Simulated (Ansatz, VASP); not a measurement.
# MgS: VASP beside Ansatz, part 2 of 2

One calculation is typed for both programs; each brings its own data sets. How far apart do they land? The structure shown is frame 54 of Ansatz's trajectory.

VASP 6.6.1 and Ansatz 0.2.0.

So far: Set-up; Ansatz: dynamics, LDA.

**3. VASP: single point, LDA**

Level of this step: LDA; plane waves and PAW (Mg, S) (VASP).

The same cell, functional (in two slightly different forms), mesh and smearing now go to VASP, with its own data sets.

Lines of VASP's logs that name or quote its potential files are left out, and so is its time.

INCAR reads:

```
SYSTEM = MgS
PREC = Accurate
ENCUT = 520
EDIFF = 1E-06
NELM = 120
ISMEAR = -1
SIGMA = 0.05
LREAL = Auto
ALGO = Normal
GGA = CA
NBANDS = 200
LORBIT = 11
LWAVE = .FALSE.
LCHARG = .FALSE.
ISIF = 2
LASPH = .TRUE.
GGA_COMPAT = .FALSE.
EFERMI = MIDGAP
NCORE = 2
```

POSCAR reads:

```
MgS
1.0
   11.0308700000      0.0000000000      0.0000000000
    0.0000000000     11.0308700000      0.0000000000
    0.0000000000      0.0000000000     21.8000000000
Mg S
36 36
Direct
    0.0019581411      0.0020968428      0.3374724771
    0.1497705983      0.1667502201      0.4322385321
    0.0102983718      0.9952043674      0.5683669725
    0.1687264921      0.1703220145      0.6667201835
    0.0007343029      0.3300283658      0.3335183486
    0.1601596248      0.4979389658      0.4355000000
    0.0010969216      0.3278435880      0.5576651376
    0.1625075810      0.4956091405      0.6670733945
    0.0061010600      0.6646891859      0.3317385321
    0.1638130084      0.8281214446      0.4375458716
    0.9995739230      0.6589416791      0.5661146789
    0.1696058425      0.8291005152      0.6667477064
    0.3243080555      0.9964853180      0.3372935780
    0.4987820544      0.1730416549      0.4379220183
    0.3342891359      0.9883055462      0.5582339450
    0.5016195459      0.1592802744      0.6652064220
    0.3296204198      0.3399006606      0.3368944954
    0.5070588267      0.5020184265      0.4381834862
    0.3336001603      0.3269370412      0.5641009174
    0.4982471917      0.5000330890      0.6690275229
    0.3364285863      0.6670734040      0.3332201835
    0.4996160774      0.8339958680      0.4330000000
    0.3358574618      0.6660399406      0.5590596330
    0.5036955381      0.8262358273      0.6680550459
    0.6632568419      0.9950230580      0.3384449541
    0.8293634138      0.1668952676      0.4364403670
    0.6741988619      0.9961861576      0.5590091743
    0.8473583679      0.1639217940      0.6650366972
    0.6629214196      0.3314425789      0.3347844037
    0.8461254643      0.4906140676      0.4376880734
    0.6696751933      0.3344976416      0.5651055046
    0.8376311207      0.4969689607      0.6640779817
    0.6792392622      0.6653237687      0.3352431193
    0.8417740396      0.8251842330      0.4390458716
    0.6595762619      0.6583524237      0.5620091743
    0.8279310698      0.8344944687      0.6679954128
    0.1647376861      0.1649552574      0.3221100917
    0.9986039179      0.3407618801      0.4476926606
    0.1674663920      0.1624803846      0.5536513761
    0.9977426984      0.3388762627      0.6756330275
    0.1704489310      0.5020456229      0.3200688073
    0.0039797405      0.6610811296      0.4450137615
    0.1677746180      0.5065148986      0.5483302752
    0.0016136533      0.6655141435      0.6778302752
    0.1766225148      0.8362350386      0.3265871560
    0.9957029681      0.0019608607      0.4487706422
    0.1765227947      0.8412482424      0.5511330275
    0.0001813094      0.0014531945      0.6817018349
    0.4901517287      0.1858783577      0.3306100917
    0.3213436474      0.3294391104      0.4493944954
    0.5038768474      0.1586456916      0.5498302752
    0.3362200806      0.3353135337      0.6783027523
    0.5117184773      0.5199861842      0.3274449541
    0.3349146532      0.6665566723      0.4435412844
    0.5031244136      0.5027345984      0.5510504587
    0.3339355826      0.6626857174      0.6762935780
    0.5034960978      0.8368152285      0.3224220183
    0.3369815799      0.0036832997      0.4422568807
    0.5100323003      0.8268794755      0.5514954128
    0.3409431894      0.9979448584      0.6749357798
    0.8311130491      0.1671309697      0.3217568807
    0.6667561126      0.3416774923      0.4458899083
    0.8356548486      0.1681463022      0.5502155963
    0.6694122948      0.3309167817      0.6783486239
    0.8438862936      0.5018643135      0.3264311927
    0.6800823507      0.6513266859      0.4466009174
    0.8357998961      0.4935966066      0.5527018349
    0.6639730139      0.6578628884      0.6772247706
    0.8377036444      0.8378668228      0.3261926606
    0.6674450882      0.0079685465      0.4455642202
    0.8434692821      0.8318745484      0.5564541284
    0.6650880665      0.9981442987      0.6729128440
```

KPOINTS reads:

```
Automatic mesh
0
Gamma
1 1 1
0 0 0
```

Potentials, in the order of the species: Mg and S (LDA family, release 64).

On the command line:

```console
$ mpirun -np 8 vasp_gam
```

Numbers of over 12 decimals in the logs are rounded to 6 here.

Log:

```text
[banner, memory and clock lines left out]
running    8 mpi-ranks, on    1 nodes
[...]
LDA part: xc-table for (Slater(with rela. corr.)+CA(PZ))
 , standard interpolation
 POSCAR, INCAR and KPOINTS ok, starting setup
[...]
entering main loop
       N       E                     dE             d eps       ncg     rms          rms(c)
DAV:   1     0.240140680128E+04    0.24014E+04   -0.11287E+05   408   0.118E+03
DAV:   2     0.579293200625E+02   -0.23435E+04   -0.22301E+04   608   0.218E+02
DAV:   3    -0.333956099158E+03   -0.39189E+03   -0.38866E+03   528   0.926E+01
DAV:   4    -0.350940474337E+03   -0.16984E+02   -0.16931E+02   480   0.226E+01
[...]
DAV:  32    -0.330317402474E+03   -0.14050E-05   -0.24183E-07   320   0.873E-04    0.722E-03
DAV:  33    -0.330317403718E+03   -0.12440E-05   -0.10553E-07   328   0.625E-04    0.387E-03
DAV:  34    -0.330317404132E+03   -0.41401E-06   -0.46519E-08   344   0.395E-04
   1 F= -.33031740E+03 E0= -.33031740E+03  d E =-.111546E-10
```

From OUTCAR (step 3):

```text
 POSITION                                       TOTAL-FORCE (eV/Angst)
 -----------------------------------------------------------------------------------
      0.02160      0.02313      7.35690        -0.191703     -0.095265     -0.321505
      1.65210      1.83940      9.42280         0.707002      0.000825      0.963246
      0.11360     10.97797     12.39040        -0.288097      0.162661     -0.634151
      1.86120      1.87880     14.53450         0.106450     -0.140897     -0.066855
      0.00810      3.64050      7.27070        -0.156106      0.120155     -0.222959
      1.76670      5.49270      9.49390         0.611515      0.128416      0.132111
      0.01210      3.61640     12.15710         0.124279      0.126709      0.466706
      1.79260      5.46700     14.54220         0.267991      0.169526     -0.387229
      0.06730      7.33210      7.23190        -0.136883      0.140299      0.096047
      1.80700      9.13490      9.53850         0.241634      0.119597      0.353389
     11.02617      7.26870     12.34130         0.018064      0.109972     -0.703653
      1.87090      9.14570     14.53510         0.146534      0.057231     -0.101844
      3.57740     10.99210      7.35300         0.552602      0.322248     -0.725216
      5.50200      1.90880      9.54670        -0.099497      0.048056      0.619177
[...]
-----------------------------------------------------------------------------------
    total drift:                               -0.000354     -0.006931     -0.002875

  FREE ENERGIE OF THE ION-ELECTRON SYSTEM (eV)
  ---------------------------------------------------
  free  energy   TOTEN  =      -330.3174041319 eV

  energy  without entropy=     -330.3174041319  energy(sigma->0) =     -330.31740413
```

**4. Side by side**

Known differences besides the potentials themselves: the two LDA forms differ slightly; the data sets hold 576 valence electrons in Ansatz (on its default PAW (the set named soft_2) files) and 288 in VASP; the cutoff is 420 eV in Ansatz and 520 eV in VASP (PREC = Accurate, projectors in real space); VASP's log shows a relativistic correction to its local exchange, Ansatz's none. Total energies have different zeros and are not compared.

Forces on 10 of the 72 atoms, those with the largest forces and the largest differences (eV/Å; atoms numbered as in POSCAR):

```csv
atom,"Ansatz x, y, z","VASP x, y, z"
Mg2,"0.707, 0.001, 0.963","0.707, 0.001, 0.963"
Mg4,"0.108, -0.142, -0.033","0.106, -0.141, -0.067"
Mg9,"-0.136, 0.141, 0.061","-0.137, 0.140, 0.096"
Mg24,"-0.074, 0.155, -0.329","-0.074, 0.154, -0.362"
S38,"0.327, -0.955, -0.985","0.331, -0.962, -0.990"
S43,"-0.011, -0.269, 1.332","-0.012, -0.268, 1.335"
S47,"-0.534, -0.722, 0.791","-0.538, -0.724, 0.794"
S49,"0.261, -0.466, -0.998","0.261, -0.466, -0.992"
S51,"-0.172, 0.393, 1.020","-0.171, 0.394, 1.024"
S55,"-0.406, -0.590, 0.963","-0.406, -0.593, 0.966"
```

The forces differ by 10 meV/Å r.m.s., which is 2.8 % of the r.m.s. force of 0.365 eV/Å (both taken over all components). With vacuum in the cell, a pressure given here is an average over mostly empty space and none of the material.

**5. What came out**

```json
{"r.m.s. force difference (single point, LDA)": "2.8 % of the r.m.s. force"}
```

What this shows: The r.m.s. force difference is 2.8 % of the r.m.s. force (single point, LDA), within the 3 % picked in this series as the mark of a large difference. The data sets hold unlike numbers of valence electrons (576 in Ansatz and 288 in VASP), so part of the differences comes from the potentials. 2 further runs of this series are not shown here. How closely two codes agree says nothing of how well the functional describes the real material.

[Lines on the potential files, build, host, timing and source positions are cut from VASP's logs without a mark.]

[Logs are printed without paths, hosts, clocks, repeated set-up lines and the standing remarks that a program may print on its own settings, such as how far it seeks lower states.]

[Hosts, paths, dates, database ids (printed as entryN), source tags and the programs' standing remarks are cut or masked in the printed files.]
